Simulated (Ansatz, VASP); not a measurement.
**LaB2Rh3 in two plane-wave programs**

One calculation is typed for both programs; each brings its own data sets. How far apart do they land? The cell is taken from a series of runs on this material, whose earlier steps may have relaxed, scaled, displaced or heated it; both programs get it as it stands.

Method: plane waves, with VASP 6.6.1 beside it; relaxation of cell and atoms at PBEsol, in Ansatz 0.2.0.

### 1. The structure

The structure is hexagonal, space group P6/mmm (No. 191). Conventional cell: a = 5.441 Å, b = 5.441 Å, c = 3.124 Å, α = 90.00°, β = 90.00°, γ = 120.00°. Nearest to La lie 2 La at 3.12 Å and 12 Rh at 3.14 Å and 6 B at 3.14 Å. Nearest to B lie 6 Rh at 2.22 Å and 5 B at 3.12 to 3.14 Å and 3 La at 3.14 Å. Nearest to Rh lie 4 B at 2.22 Å and 6 Rh at 2.72 to 3.12 Å and 4 La at 3.14 Å. Farther neighbours are not listed.

### 2. Ansatz: relaxation of cell and atoms, PBEsol

Ansatz runs on its default PAW (the set named soft_2) files.

The relaxed volume is the usual yardstick between codes: in a stiff, nearly cubic crystal its relative difference is about their pressure difference at one cell divided by the bulk modulus.

Contents of input.yaml:

```yaml
crystal:
  lattice:
    - [5.4409512447, 0.0, 0.0]
    - [-2.7204756223, 4.7120019986, 0.0]
    - [0.0, 0.0, 3.1239552763]
  atoms:
    - { symbol: La, position: [0.0, 0.0, 0.0] }
    - { symbol: B, position: [0.3333333333, 0.6666666667, 0.0] }
    - { symbol: B, position: [0.6666666667, 0.3333333333, 0.0] }
    - { symbol: Rh, position: [0.5, 0.0, 0.5] }
    - { symbol: Rh, position: [0.5, 0.5, 0.5] }
    - { symbol: Rh, position: [0.0, 0.5, 0.5] }
kpoints:
  mp_grid: { grid: [6, 6, 8] }
hamiltonian:
  xc: pbesol
scf:
  occupations: { method: methfessel_paxton, width: 0.2 }
output:
  forces: true
  stress: true
  eigenvalues: true
relax:
  adjacent_minimum: "off"
  f_tol: 0.001
  max_steps: 60
  cell: { stress_tol: 0.01 }
```

Launch:

```console
ansatz run input.yaml --threads 16 --pin off --max-ram 61440MiB --backend cuda --events-out ev --progress --plain --runs-dir out
```

Numbers of over 12 decimals in the logs are rounded to 6 here.

Output:

```text
Engine: ansatz 0.2.0, aarch64-unknown-linux-gnu
Pseudopotentials: kind: paw
Pseudopotential: La, paw, valence charge 11, recommended cutoff 420 eV (normal), La.paw.azcp
Pseudopotential: B, paw, valence charge 3, recommended cutoff 420 eV (normal), B.paw.azcp
Pseudopotential: Rh, paw, valence charge 17, recommended cutoff 420 eV (normal), Rh.paw.azcp
Functional definition: PBEsol
  exchange = pbesol_x
  correlation = pbesol_c
concurrent solve slots: 12 of 16 are kept, ahead of what memory takes: no pass of the eigensolver takes more rounds on 12
[...]
Crystal: 6 atoms, lattice volume = 80.091 Å³
Basis set: ecut = 420 eV, 1565 PW (Γ), exchange–correlation on 80×80×48 points (8 copies of the dense FFT grid, shifted against one another)
Bands: 41, of which v1, the nominal top of the filled ones, is band 34 counted from 1 (33 counted from 0)
Symmetry: 24 space group operations
Space group: P6/mmm (ITA 191), of the structure as read, at distance tolerance 4.3e-5 Å
k-points: 35 of 288
Non-local potential: La, projectors of the file, l = 0: 3, l = 1: 2, l = 2: 2, l = 3: 3
Non-local potential: B, projectors of the file, l = 0: 2, l = 1: 2, l = 2: 1
Non-local potential: Rh, projectors of the file, l = 0: 3, l = 1: 2, l = 2: 2, l = 3: 1
PAW form: soft (Blöchl's): semilocal exchange-correlation on the pseudo side does not see the compensation charge
PAW frozen core: La, regenerated for the run's functional, and the local potential with it (the file was generated under x = pbe(κ = 0.804, μ = 0.219515), c = pbe(β = 0.066725))
PAW frozen core: B, regenerated for the run's functional, and the local potential with it (the file was generated under x = pbe(κ = 0.804, μ = 0.219515), c = pbe(β = 0.066725))
PAW frozen core: Rh, regenerated for the run's functional, and the local potential with it (the file was generated under x = pbe(κ = 0.804, μ = 0.219515), c = pbe(β = 0.066725))
PAW one-centre angular grid: La, 590 points (default); XC on 64 Gauss nodes
PAW one-centre angular grid: B, 110 points (default); XC on 64 Gauss nodes
PAW one-centre angular grid: Rh, 590 points (default); XC on 64 Gauss nodes
Initial density: superposition of atomic densities (neutral atoms: chi_scale 0, normalization atom), corrected by the library's trained network
Initial wavefunctions: pseudopotential atomic-orbital guess
[...]
Functional: x = pbesol(κ = 0.804, μ = 0.123457), c = pbesol(β = 0.046)
SCF iter   1: F=—  HF=-25487.062405 eV  |F-HF|=—  |Δ(HF+E_count)|=         —  Δρ=6.59e-3  dr2=2.92e-2  ethr=1.77e-3  ⟨swp⟩=4.4  Hψ=4778  notcnv=0
preconditioner: auto → Kerker (q_TF=auto, 2.655 Å⁻¹)  [metal: Δε(μ)=0.039 eV  Ē_g=7.362 eV  σ=0.200 eV  W_gap=0.16  n_scr=26 (ndim 8)  ℏωp=26.9 eV  f_vac=0.000  D(μ)=3.15/eV (n_scr^D=32)]
SCF iter   2: F=—  HF=-25487.058201 eV  |F-HF|=—  |Δ(HF+E_count)|=   4.20e-3  S|Δr|=    0.00e0  Δρ=3.16e-3  dr2=6.01e-3  ethr=4.29e-5  ⟨swp⟩=2.6  Hψ=2792  notcnv=0
[...]
SCF iter   6: F=-25487.056491 eV  HF=-25487.056491 eV  |F-HF|=1.99e-8  |Δ(HF+E_count)|=   2.18e-7  S|Δr|=    0.00e0  Δρ=7.09e-6  dr2=4.55e-8  ethr=1.47e-10  ⟨swp⟩=9.5  Hψ=6577  notcnv=0
SCF 1 converged in 6 iterations: F = -25487.056491 eV  dr2 = 4.55e-8
  greatest PAW one-centre occupation: 1.000 electrons in one spin orbital (limit 2), on the Rh atom at site 5 (counted from 0), in its partial waves of l = 0
relax step   1: F+E_penalty+E_count = -25487.05649089 eV  Δ(F+E_penalty+E_count) = +0.000e0 eV  max|allowed force component| = 2.621e-17 eV/Å  Δτ_max = 0.0000 Å  P = -0.002 GPa  Ω = 80.091 Å³  (6 SCF iters, dr2 threshold 1.00e-7 eV, accepted)
[...]
relax step   2: F+E_penalty+E_count = -25487.05653337 eV  Δ(F+E_penalty+E_count) = -4.248e-5 eV  max|allowed force component| = 1.064e-16 eV/Å  Δτ_max = 0.0000 Å  P = +0.057 GPa  Ω = 80.074 Å³  energy of the carried Pulay correction = +1.418e-5 eV  (4 SCF iters, dr2 threshold 2.19e-8 eV, accepted)
[...]
relax step   3: F+E_penalty+E_count = -25487.05647203 eV  Δ(F+E_penalty+E_count) = +6.134e-5 eV  max|allowed force component| = 5.243e-17 eV/Å  Δτ_max = 0.0000 Å  P = -0.138 GPa  Ω = 80.151 Å³  energy of the carried Pulay correction = -2.864e-5 eV  (5 SCF iters, dr2 threshold 2.25e-8 eV, rejected (line search))
[...]
relax step   4: F+E_penalty+E_count = -25487.05653159 eV  Δ(F+E_penalty+E_count) = +1.776e-6 eV  max|allowed force component| = 1.156e-16 eV/Å  Δτ_max = 0.0000 Å  P = +0.000 GPa  Ω = 80.098 Å³  energy of the carried Pulay correction = +1.861e-6 eV  (8 SCF iters, accepted)
[...]
relax step   5: F+E_penalty+E_count = -25487.05651530 eV  Δ(F+E_penalty+E_count) = +1.630e-5 eV  max|allowed force component| = 9.869e-17 eV/Å  Δτ_max = 0.0000 Å  P = +0.000 GPa  Ω = 80.098 Å³  stress off target by 8.56e-4 GPa  SCF on the basis re-selected at this cell (its energy is not comparable with the rows above)  (6 SCF iters)
basis re-selected at this cell: Δ(F+E_penalty+E_count) = +1.630e-5 eV, ΔP = +0.000 GPa vs the last step (what re-selecting the basis moved, of the pressure what is left beyond the Pulay correction that the steps carried, after the strain that the cell walked since its last selection, with what the two solves' SCF thresholds leave and, on support functions, any second-order correction that the steps lacked; it is no m [...]
SCF converged after 6 iterations
Stability not checked: this state was not tested for a lower state beside it, because cold or Methfessel-Paxton smearing, or corrected tetrahedra, fill the levels in a way that the test cannot read (fill_not_monotonic; see scf.lower_state_search)
Free energy (F): -25487.056515 eV
Harris-Foulkes:  -25487.056515 eV  (|F-HF|=3.64e-12)
Internal energy: -25487.051845 eV  (E = F + TS)
E sigma→0 (E₀):  -25487.055348 eV
Entropy (-TS):   -0.004671 eV (-0.778 meV/atom)
Fermi energy:    18.515409 eV
--- Per-component energies (eV) ---
  E_band       = -342.028995
  E_kinetic    = 2014.854830
  E_local      = -6377.246800  (includes V_loc(G=0)·N_el)
  E_nonlocal   = 1190.244734
  E_hartree    = 2390.291984
  E_xc         = -868.140138
  E_vxc        = -1062.743311  (∫ρ·V_xc dr)
  E_paw        = -16052.783372  (= ΣΔE_a)
  E_vpaw       = -887.724899  (= ΣTr[D̂ρ^β])
  E_aug_tail   = 0.002482  (compensation charges beyond the density's cutoff)
  E_ewald      = -7785.303096
  E_core_change = 1.027530  (= ΣΔE_core)
  E_smearing   = -0.004671  (= −TS)
  E_closure    = -0.000000  (closes the sum)
  Σ components = -25487.056515   (vs F -25487.056515, Δ=0.00e0)
--- Forces (eV/Å), atoms counted from 1 ---
  atom   1  La     0.00000000     0.00000000    -0.00000000
  atom   2  B      0.00000000    -0.00000000     0.00000000
  atom   3  B     -0.00000000     0.00000000    -0.00000000
  atom   4  Rh     0.00000000    -0.00000000     0.00000000
  atom   5  Rh     0.00000000     0.00000000     0.00000000
  atom   6  Rh     0.00000000     0.00000000    -0.00000000
  max |Σ_I F_I| component: 1.85e-17 eV/Å
--- Stress (GPa, compression-positive) ---
       -0.000165      -0.000000      -0.000000
       -0.000000      -0.000165      -0.000000
       -0.000000      -0.000000       0.000856
  P = ⅓ Tr σ = 0.0002 GPa (0.002 kbar)
--- Band table (eV; the first three rows and the last of 35) ---
  k-point 0: bands = [... 30 lower, 17.3397, 17.5839, 18.5686, 18.5686, 19.0752, 19.1973, 19.6808, 20.6485, ... 3 higher]
  k-point 1: bands = [... 30 lower, 17.0685, 17.4225, 19.0803, 19.0959, 19.0959, 19.3430, 19.7767, 20.5404, ... 3 higher]
  k-point 2: bands = [... 30 lower, 16.9044, 17.0712, 18.6942, 18.8265, 18.8265, 19.0926, 19.9929, 19.9929, ... 3 higher]
  k-point 34: bands = [... 30 lower, 17.0543, 17.0669, 17.9174, 18.0265, 18.0265, 18.5513, 20.3749, 20.9436, ... 3 higher]
--- Relaxed structure (4 steps of the walk, 3 accepted, 1 SCFs on fresh bases) ---
  F+E_penalty+E_count = -25487.05651530 eV   max|allowed force component| = 9.869e-17 eV/Å   (the final SCF, on the basis selected at the relaxed cell)
  cell:  # Å, volume = 80.0975 Å³
    - [5.438161, -2.8852680653310287e-11, 0.0]
    - [-2.719081, 4.709586, 0.0]
    - [0.0, 0.0, 3.127405]
  atoms:
    - { symbol: La, position: [0, 0, 0.0] }
    - { symbol: B, position: [0.333333, 0.666667, 0.0] }
    - { symbol: B, position: [0.666667, 0.333333, 0.0] }
    - { symbol: Rh, position: [0.500000, 0.0, 0.5] }
    - { symbol: Rh, position: [0.5, 0.5, 0.5] }
    - { symbol: Rh, position: [0.0, 0.500000, 0.5] }
```

(Continued in part 2 of 2.)

[Lines on the potential files, build, host, timing and source positions are cut from VASP's logs without a mark.]

[Logs are printed without paths, hosts, clocks, repeated set-up lines and the standing remarks that a program may print on its own settings, such as how far it seeks lower states.]

[Hosts, paths, dates, database ids (printed as entryN), source tags and the programs' standing remarks are cut or masked in the printed files.]
